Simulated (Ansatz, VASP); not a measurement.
# CaPb2Se3 in two plane-wave programs, part 2 of 2

Aim: how closely do two programs agree when they are given the same cell, functional and k mesh? The cell is generated by rule, not measured, and may not be a known phase. The cell is taken from a series of runs on this material, whose earlier steps may have relaxed, scaled, displaced or heated it; both programs get it as it stands.

VASP 6.6.1 and Ansatz 0.2.0.

So far: The starting structure; VASP: relaxation of cell and atoms, PBEsol, pair 1.

### 3. Ansatz: relaxation of cell and atoms, PBEsol, pair 1

Level of this step: Ansatz beside VASP: Kohn-Sham DFT, plane waves, PBEsol (Ansatz).

Ansatz runs on its default PAW (the set named soft_2) files.

The same cell, functional, mesh and smearing now go to Ansatz, which takes its cutoff from its data sets.

The input, input.yaml:

```yaml
crystal:
  lattice:
    - [3.02667, 3.02667, 0.0]
    - [-3.02667, 3.02667, 0.0]
    - [3.02667, 0.0, 9.08]
  atoms:
    - { symbol: Ca, position: [0.666667, 0.333333, 0.666667] }
    - { symbol: Pb, position: [0.0, 0.0, 0.0] }
    - { symbol: Pb, position: [0.333333, 0.666667, 0.333333] }
    - { symbol: Se, position: [0.5, 0.5, 0.0] }
    - { symbol: Se, position: [0.833333, 0.166667, 0.333333] }
    - { symbol: Se, position: [0.166667, 0.833333, 0.666667] }
kpoints:
  mp_grid: { grid: [6, 6, 6] }
hamiltonian:
  xc: pbesol
scf:
  occupations: { method: gaussian, width: 0.02 }
output:
  forces: true
  stress: true
  eigenvalues: true
  write_density: true
  write_potential: true
  elf: true
  volumetric_format: npy
relax:
  adjacent_minimum: "off"
  f_tol: 0.005
  max_steps: 80
  cell: { stress_tol: 0.05 }
```

Launch:

```sh
ansatz run input.yaml --threads 8 --pin off --max-ram 14336MiB --backend cpu --events-out ev --progress --plain --runs-dir out
```

Numbers of over 12 decimals in the logs are rounded to 6 here.

What it wrote:

```text
Warning: the atoms were moved onto the symmetric positions of the space group found under crystal.symmetry.tolerance 1.0e-5 (fractional; no operation is sought that the atoms, as they stand in a round, miss by more than twice it, and no atom is moved by as much as it), and the run uses the moved positions. Before a round's move an operation carried an atom to 8.56e-6 Å from where it should land, the largest such dist [...]
Engine: ansatz 0.2.0, aarch64-unknown-linux-gnu
Pseudopotentials: kind: paw
Pseudopotential: Ca, paw, valence charge 10, recommended cutoff 420 eV (normal), Ca.paw.azcp
Pseudopotential: Pb, paw, valence charge 14, recommended cutoff 420 eV (normal), Pb.paw.azcp
Pseudopotential: Se, paw, valence charge 16, recommended cutoff 420 eV (normal), Se.paw.azcp
Functional definition: PBEsol
  exchange = pbesol_x
  correlation = pbesol_c
Crystal: 6 atoms, lattice volume = 166.359 Å³
Basis set: ecut = 420 eV, 3223 PW (Γ), exchange–correlation on 60×60×128 points (8 copies of the dense FFT grid, shifted against one another)
Bands: 52, of which v1, the nominal top of the filled ones, is band 43 counted from 1 (42 counted from 0)
Symmetry: 16 space group operations
Space group: I4/mmm (ITA 139), of the structure as read, at distance tolerance 5.5e-5 Å
k-points: 30 of 216
Non-local potential: Ca, projectors of the file, l = 0: 3, l = 1: 2, l = 2: 2
Non-local potential: Pb, projectors of the file, l = 0: 2, l = 1: 2, l = 2: 2, l = 3: 2
Non-local potential: Se, projectors of the file, l = 0: 2, l = 1: 2, l = 2: 3, l = 3: 1
PAW form: soft (Blöchl's): semilocal exchange-correlation on the pseudo side does not see the compensation charge
PAW frozen core: Ca, regenerated for the run's functional, and the local potential with it (the file was generated under x = pbe(κ = 0.804, μ = 0.219515), c = pbe(β = 0.066725))
PAW frozen core: Pb, regenerated for the run's functional, and the local potential with it (the file was generated under x = pbe(κ = 0.804, μ = 0.219515), c = pbe(β = 0.066725))
PAW frozen core: Se, regenerated for the run's functional, and the local potential with it (the file was generated under x = pbe(κ = 0.804, μ = 0.219515), c = pbe(β = 0.066725))
PAW one-centre angular grid: Ca, 110 points (default); XC on 64 Gauss nodes
PAW one-centre angular grid: Pb, 590 points (default); XC on 64 Gauss nodes
PAW one-centre angular grid: Se, 590 points (default); XC on 64 Gauss nodes
Initial density: superposition of atomic densities (neutral atoms: chi_scale 0, normalization atom), corrected by the library's trained network
Initial wavefunctions: pseudopotential atomic-orbital guess
Functional: x = pbesol(κ = 0.804, μ = 0.123457), c = pbesol(β = 0.046)
SCF iter   1: F=—  HF=-41582.381584 eV  |F-HF|=—  |Δ(HF+E_count)|=         —  Δρ=2.71e-3  dr2=2.47e-2  ethr=1.77e-3  ⟨swp⟩=9.4  Hψ=7419  notcnv=0  defer=2
preconditioner: auto → Resta (q_TF=auto, 2.444 Å⁻¹)  ε∞=3.2  [insulator: Δε(μ)=0.922 eV  Ē_g=13.400 eV  σ=0.020 eV  W_gap=1.00  n_scr=42 (ndim 8)  ℏωp=19.9 eV  f_vac=0.014  D(μ)=0.00/eV (n_scr^D=0)  ε∞_Penn≈3.2]
SCF iter   2: F=—  HF=-41582.374955 eV  |F-HF|=—  |Δ(HF+E_count)|=   6.63e-3  Δρ=1.11e-3  dr2=2.65e-3  ethr=2.88e-5  ⟨swp⟩=2.6  Hψ=2288  notcnv=0  defer=89
SCF iter   3: F=—  HF=-41582.374501 eV  |F-HF|=—  |Δ(HF+E_count)|=   4.54e-4  Δρ=4.25e-4  dr2=2.85e-4  ethr=3.08e-6  ⟨swp⟩=2.0  Hψ=1862  notcnv=0  defer=89
SCF iter   4: F=—  HF=-41582.374536 eV  |F-HF|=—  |Δ(HF+E_count)|=   3.49e-5  Δρ=1.29e-4  dr2=2.20e-5  ethr=3.32e-7  ⟨swp⟩=2.2  Hψ=1955  notcnv=0  defer=89
SCF iter   5: F=—  HF=-41582.374559 eV  |F-HF|=—  |Δ(HF+E_count)|=   2.33e-5  Δρ=1.90e-5  dr2=7.86e-7  ethr=2.56e-8  ⟨swp⟩=2.1  Hψ=2708  notcnv=0  defer=89
SCF iter   6: F=—  HF=-41582.374559 eV  |F-HF|=—  |Δ(HF+E_count)|=   1.28e-7  Δρ=9.21e-6  dr2=1.95e-7  ethr=1.16e-10  ⟨swp⟩=14.1  Hψ=14743  notcnv=0
[...]
SCF iter   5: F=-41582.398112 eV  HF=-41582.398112 eV  |F-HF|=8.31e-8  |Δ(HF+E_count)|=   7.20e-7  Δρ=1.80e-5  dr2=5.30e-7  ethr=6.98e-10  ⟨swp⟩=12.0  Hψ=14334  notcnv=0
the search or the solves at the SCF's close seem to have found levels that the self-consistency loop had missed (the run counts 1). By its estimate they hold under 1e-12 electrons; where the run keeps them, the occupations were computed again with them
SCF 3 converged in 5 iterations: F = -41582.398112 eV  dr2 = 5.30e-7
relax step   3: F+E_penalty+E_count = -41582.39811225 eV  Δ(F+E_penalty+E_count) = -6.896e-3 eV  max|allowed force component| = 7.811e-3 eV/Å  Δτ_max = 0.0317 Å  P = -0.019 GPa  Ω = 165.267 Å³  energy of the carried Pulay correction = +9.377e-5 eV  (5 SCF iters, dr2 threshold 6.00e-7 eV, accepted)
[...]
relax step   4: F+E_penalty+E_count = -41582.39819972 eV  Δ(F+E_penalty+E_count) = -8.747e-5 eV  max|allowed force component| = 1.461e-3 eV/Å  Δτ_max = 0.0017 Å  P = +0.006 GPa  Ω = 165.198 Å³  energy of the carried Pulay correction = +9.981e-5 eV  (5 SCF iters, dr2 threshold 3.25e-8 eV, accepted)
[...]
relax step   5: F+E_penalty+E_count = -41582.39810662 eV  Δ(F+E_penalty+E_count) = +9.310e-5 eV  max|allowed force component| = 1.472e-3 eV/Å  Δτ_max = 0.0000 Å  P = +0.006 GPa  Ω = 165.198 Å³  stress off target by 7.94e-3 GPa  SCF on the basis re-selected at this cell (its energy is not comparable with the rows above)  (5 SCF iters)
basis re-selected at this cell: Δ(F+E_penalty+E_count) = +9.310e-5 eV, ΔP = -0.000 GPa vs the last step (what re-selecting the basis moved, of the pressure what is left beyond the Pulay correction that the steps carried, after the strain that the cell walked since its last selection, with what the two solves' SCF thresholds leave and, on support functions, any second-order correction that the steps lacked; it is no m [...]
SCF converged after 5 iterations
Free energy (F): -41582.398107 eV
Harris-Foulkes:  -41582.398107 eV  (|F-HF|=1.46e-11)
Internal energy: -41582.398107 eV  (E = F + TS)
E sigma→0 (E₀):  -41582.398107 eV
Fermi energy:    8.868027 eV
--- Per-component energies (eV) ---
  E_band       = -1364.630825
  E_kinetic    = 1210.804033
  E_local      = -10269.343624  (includes V_loc(G=0)·N_el)
  E_nonlocal   = -1010.638284
  E_hartree    = 4755.792353
  E_xc         = -886.738824
  E_vxc        = -733.512240  (∫ρ·V_xc dr)
  E_paw        = -26946.682611  (= ΣΔE_a)
  E_vpaw       = -73.523770  (= ΣTr[D̂ρ^β])
  E_aug_tail   = -0.001632  (compensation charges beyond the density's cutoff)
  E_ewald      = -8438.857897
  E_core_change = 3.268379  (= ΣΔE_core)
  E_smearing   = -0.000000  (= −TS)
  E_closure    = 0.000000  (closes the sum)
  Σ components = -41582.398107   (vs F -41582.398107, Δ=0.00e0)
--- Forces (eV/Å), atoms counted from 1 ---
  atom   1  Ca    -0.00000000    -0.00000000     0.00000000
  atom   2  Pb    -0.00000000     0.00000000    -0.00059047
  atom   3  Pb     0.00000000     0.00000000     0.00059047
  atom   4  Se     0.00000000     0.00000000    -0.00147208
  atom   5  Se    -0.00000000     0.00000000     0.00147208
  atom   6  Se    -0.00000000     0.00000000     0.00000000
  max |Σ_I F_I| component: 6.51e-19 eV/Å
--- Stress (GPa, compression-positive) ---
        0.007938      -0.000000      -0.000000
       -0.000000       0.007938      -0.000000
       -0.000000      -0.000000       0.000950
  P = ⅓ Tr σ = 0.0056 GPa (0.056 kbar)
--- Band table (eV; the first three rows and the last of 30) ---
  k-point 0: bands = [... 39 lower, 6.1705, 7.2289, 7.3724, 7.3724, 10.3807, 11.2492, 11.9787, 12.2804, ... 5 higher]
  k-point 1: bands = [... 39 lower, 6.3794, 7.2513, 7.3516, 7.3516, 10.3772, 11.4526, 11.8644, 12.2804, ... 5 higher]
  k-point 2: bands = [... 39 lower, 6.5668, 7.3079, 7.3079, 7.6790, 10.3701, 11.1837, 11.7841, 12.2805, ... 5 higher]
  k-point 29: bands = [... 39 lower, 6.1442, 6.2286, 6.4774, 7.3518, 10.9886, 11.2332, 11.2665, 12.6922, ... 5 higher]
--- Relaxed structure (4 steps of the walk, 4 accepted, 1 SCFs on fresh bases) ---
  F+E_penalty+E_count = -41582.39810662 eV   max|allowed force component| = 1.472e-3 eV/Å   (the final SCF, on the basis selected at the relaxed cell)
  cell:  # Å, volume = 165.1975 Å³
    - [3.019677, 3.019677, 0.0]
    - [-3.019677, 3.019677, 0.0]
    - [3.019677, 0, 9.058420]
  atoms:
    - { symbol: Ca, position: [0.666667, 0.333333, 0.666667] }
    - { symbol: Pb, position: [0.000757795, -0.000757795, -0.00151559] }
    - { symbol: Pb, position: [0.332576, 0.667424, 0.334849] }
    - { symbol: Se, position: [0.503907, 0.496093, -0.00781453] }
    - { symbol: Se, position: [0.829426, 0.170574, 0.341148] }
    - { symbol: Se, position: [0.166667, 0.833333, 0.666667] }
```

### 4. Side by side

Known differences besides the potentials themselves: the data sets hold 86 valence electrons in Ansatz (on its default PAW (the set named soft_2) files) and 56 in VASP; the cutoff is 420 eV in Ansatz and 500 eV in VASP; Ansatz makes its cores anew for this functional, VASP keeps those of its PBE data sets; Ansatz adds a Pulay correction to the stress that steers its cell, VASP none. Total energies have different zeros and are not compared.

Both answers:

```tsv
quantity	Ansatz	VASP	difference
volume (Å³)	165.20	165.38	-0.11 %
edge a after relaxation, in the typed setting (Å)	4.271	4.272	-0.04 %
edge c after relaxation, in the typed setting (Å)	9.549	9.552	-0.04 %
```

### 5. Ansatz: relaxation of cell and atoms, PBEsol, pair 2

The relaxed volume is the usual yardstick between codes: in a stiff, nearly cubic crystal its relative difference is about their pressure difference at one cell divided by the bulk modulus.

The cell is taken from a series of runs on this material, whose earlier steps may have relaxed, scaled, displaced or heated it; both programs get it as it stands.

The input, input.yaml:

```yaml
crystal:
  lattice:
    - [3.0196774795, 3.0196774795, 0.0]
    - [-3.0196774795, 3.0196774795, 0.0]
    - [3.0196774795, 0.0, 9.0584195906]
  atoms:
    - { symbol: Ca, position: [0.6666666667, 0.3333333333, 0.6666666667] }
    - { symbol: Pb, position: [0.0007577954, -0.0007577954, -0.0015155908] }
    - { symbol: Pb, position: [0.3325755379, 0.6674244621, 0.3348489241] }
    - { symbol: Se, position: [0.5039072668, 0.4960927332, -0.0078145337] }
    - { symbol: Se, position: [0.8294260665, 0.1705739335, 0.341147867] }
    - { symbol: Se, position: [0.1666666667, 0.8333333333, 0.6666666667] }
kpoints:
  mp_grid: { grid: [8, 8, 8] }
hamiltonian:
  xc: pbesol
scf:
  occupations: { method: fixed }
output:
  forces: true
  stress: true
  eigenvalues: true
relax:
  adjacent_minimum: "off"
  f_tol: 0.001
  max_steps: 60
  cell: { stress_tol: 0.01 }
```

What it wrote:

```text
[...]
Crystal: 6 atoms, lattice volume = 165.198 Å³
Basis set: ecut = 420 eV, 3223 PW (Γ), exchange–correlation on 60×60×128 points (8 copies of the dense FFT grid, shifted against one another)
Bands: 52, of which v1, the nominal top of the filled ones, is band 43 counted from 1 (42 counted from 0)
Symmetry: 16 space group operations
[...]
k-points: 59 of 512
[...]
- [3.019903, 3.019903, 0.0]
    - [-3.019903, 3.019903, 0.0]
    - [3.019903, 0, 9.059991]
  atoms:
    - { symbol: Ca, position: [0.666667, 0.333333, 0.666667] }
    - { symbol: Pb, position: [0.000834496, -0.000834496, -0.00166899] }
    - { symbol: Pb, position: [0.332499, 0.667501, 0.335002] }
    - { symbol: Se, position: [0.503996, 0.496004, -0.0079911] }
    - { symbol: Se, position: [0.829338, 0.170662, 0.341324] }
    - { symbol: Se, position: [0.166667, 0.833333, 0.666667] }
[key lines of the parts left out:]
SCF converged after 5 iterations
Free energy (F): -41582.396982 eV
Fermi energy:    8.420423 eV
P = ⅓ Tr σ = 0.0006 GPa (0.006 kbar)
```

### 6. VASP: relaxation of cell and atoms, PBEsol, pair 2

The same cell, functional and mesh now go to VASP, with its own data sets.

The input, INCAR:

```
SYSTEM = CaPb2Se3
PREC = Accurate
ENCUT = 500
EDIFF = 1E-07
NELM = 120
ISMEAR = 0
SIGMA = 0.01
LREAL = .FALSE.
ALGO = Normal
GGA = PS
NBANDS = 34
LORBIT = 11
LWAVE = .FALSE.
LCHARG = .FALSE.
ISIF = 3
IBRION = 2
NSW = 80
EDIFFG = -0.005
LASPH = .TRUE.
GGA_COMPAT = .FALSE.
NELMIN = 4
EFERMI = MIDGAP
KPAR = 2
```

The input, POSCAR:

```
CaPb2Se3
1.0
    3.0196770000      3.0196770000      0.0000000000
   -3.0196770000      3.0196770000      0.0000000000
    3.0196770000      0.0000000000      9.0584200000
Ca Pb Se
1 2 3
Direct
    0.6666667035      0.3333332965      0.6666665931
    0.0007578032      0.9992421968      0.9984843935
    0.3325755485      0.6674244515      0.3348489030
    0.5039072487      0.4960927513      0.9921855025
    0.8294260478      0.1705739522      0.3411479044
    0.1666667035      0.8333332965      0.6666665931
```

The input, KPOINTS:

```
Automatic mesh
0
Gamma
8 8 8
0 0 0
```

Potentials, in the order of the species: Ca_sv, Pb_d and Se (PBE family, release 64).

Launch:

```sh
mpirun -np 2 vasp_std
```

What it wrote:

```text
[banner, memory and clock lines left out]
running    2 mpi-ranks, on    1 nodes
[...]
[... a notice as in an earlier step ...]

 LDA part: xc-table for (Slater+PW92), standard interpolation
 POSCAR, INCAR and KPOINTS ok, starting setup
[...]
entering main loop
       N       E                     dE             d eps       ncg     rms          rms(c)
DAV:   1     0.583758132628E+03    0.58376E+03   -0.25393E+04  4012   0.161E+03
DAV:   2     0.453431437462E+02   -0.53841E+03   -0.52833E+03  4080   0.440E+02
DAV:   3    -0.248642158554E+02   -0.70207E+02   -0.68972E+02  6286   0.165E+02
DAV:   4    -0.285101337141E+02   -0.36459E+01   -0.36354E+01  5976   0.359E+01
[...]
DAV:  13    -0.278380863676E+02   -0.28357E-05   -0.14291E-05  5266   0.171E-02    0.647E-03
DAV:  14    -0.278380861956E+02    0.17200E-06   -0.39573E-06  5390   0.107E-02    0.108E-03
DAV:  15    -0.278380861586E+02    0.36972E-07   -0.68908E-07  4612   0.429E-03
   1 F= -.27838086E+02 E0= -.27838086E+02  d E =-.278381E+02
[...]
N       E                     dE             d eps       ncg     rms          rms(c)
DAV:   1    -0.278394883215E+02   -0.14021E-02   -0.44921E-02  5364   0.241E+00    0.197E-01
DAV:   2    -0.278383718743E+02    0.11164E-02   -0.27923E-03  5686   0.597E-01    0.835E-02
DAV:   3    -0.278381324294E+02    0.23944E-03   -0.10166E-03  5164   0.339E-01    0.159E-02
DAV:   4    -0.278381360596E+02   -0.36302E-05   -0.95578E-05  6542   0.510E-02    0.969E-03
DAV:   5    -0.278381362134E+02   -0.15385E-06   -0.42365E-06  6602   0.171E-02    0.601E-03
DAV:   6    -0.278381342746E+02    0.19389E-05   -0.26455E-06  6630   0.905E-03    0.233E-03
DAV:   7    -0.278381345104E+02   -0.23580E-06   -0.41779E-07  4596   0.420E-03    0.343E-04
DAV:   8    -0.278381345322E+02   -0.21837E-07   -0.27085E-08  2842   0.108E-03
   2 F= -.27838135E+02 E0= -.27838135E+02  d E =-.483736E-04
 trial-energy change:   -0.000048  1 .order   -0.000045   -0.000130    0.000040
 step:   0.7840(harm=  0.7649)  dis= 0.00013  next Energy=   -27.838139 (dE=-0.527E-04)
 reached required accuracy - stopping structural energy minimisation
```

From OUTCAR (step 6):

```text
  Total       -0.0240964     -0.0240964     -0.0235827      0.0000000      0.0000000      0.0000000
  in kB       -0.2332926     -0.2332926     -0.2283190      0.0000000      0.0000000      0.0000000
  external PRESSURE =      -0.2316347 kB  Pullay stress =       0.0000000 kB

 POSITION                                       TOTAL-FORCE (eV/Angst)
 -----------------------------------------------------------------------------------
      3.02128      3.02128      6.04308         0.000000      0.000000      0.000000
     -0.00000      3.02128      9.05076        -0.000000      0.000000     -0.003197
      0.00000      3.02128      3.03541         0.000000      0.000000      0.003197
      3.02128      3.02128      8.99395         0.000000      0.000000      0.002732
      3.02128      3.02128      3.09222        -0.000000      0.000000     -0.002732
      0.00000      3.02128      6.04308         0.000000      0.000000      0.000000
 -----------------------------------------------------------------------------------
    total drift:                               -0.000018     -0.000000     -0.001600

  FREE ENERGIE OF THE ION-ELECTRON SYSTEM (eV)
  ---------------------------------------------------
  free  energy   TOTEN  =       -27.8381345322 eV

  energy  without entropy=      -27.8381345322  energy(sigma->0) =      -27.83813453

[... 1 part as in an earlier step ...]

[... 3 further parts left out ...]
[key lines of the parts left out:]
E-fermi :   4.6567
```

### 7. Differences

What differs besides the data sets and the points named for the pairs above, as far as they apply: fixed occupations in Ansatz, narrow Gaussian smearing in VASP; the data sets hold 86 valence electrons in Ansatz (on its default PAW (the set named soft_2) files) and 56 in VASP. Total energies have different zeros and are not compared.

Compared:

```tsv
quantity	Ansatz	VASP	difference
volume (Å³)	165.25	165.49	-0.14 %
edge a after relaxation, in the typed setting (Å)	4.271	4.273	-0.04 %
edge c after relaxation, in the typed setting (Å)	9.550	9.555	-0.05 %
```

### 8. Results

```json
{"difference in volume (relaxation of cell and atoms, PBEsol, pair 1)": "-0.11 %", "difference in volume (relaxation of cell and atoms, PBEsol, pair 2)": "-0.14 %"}
```

What this shows: The difference in volume is -0.14 % (relaxation of cell and atoms, PBEsol, pair 2), within the 1.2 % picked in this series as the mark of a large difference, as far as the stopping tolerances let one tell. The data sets hold unlike numbers of valence electrons (86 in Ansatz and 56 in VASP), so part of the differences comes from the potentials. Such differences can come from data sets, numerical settings and the points named under the comparisons, not from the functional's error against experiment.

[Lines on the potential files, build, host, timing and source positions are cut from VASP's logs without a mark.]

[Logs are printed without paths, hosts, clocks, repeated set-up lines and the standing remarks that a program may print on its own settings, such as how far it seeks lower states.]

[Hosts, paths, dates, database ids (printed as entryN), source tags and the programs' standing remarks are cut or masked in the printed files.]
